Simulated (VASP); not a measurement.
Energy against volume of MnO2 (rutile). Computed with optB86b-vdW, VASP's PBE PAW potentials (set 64) (plane waves; VASP). Settings: 520 eV cut-off, 7×7×11 Γ-centred mesh, first-order Methfessel-Paxton smearing of 0.10 eV, potentials Mn_pv O.

Shape and ions are relaxed at each volume.

```tsv
V (Å³/atom)	E (eV/atom)
8.912	-5.95451
9.188	-5.96179
9.463	-5.95658
9.739	-5.94084
```

**Question.** Fit these four points and predict the energy of the run at 8.637 Å³/atom.

**Answer.** A cubic in V^(−2/3), the third-order Birch-Murnaghan form, passes through the four points with V0 = 9.20 Å³/atom and B0 = 240 GPa, and gives -5.9324 eV/atom there. The run gave -5.9324 eV/atom, -0.0 meV/atom from the fit; all five points give B0 = 239 GPa.

The compound is MnO2 in the rutile structure. It was relaxed first.
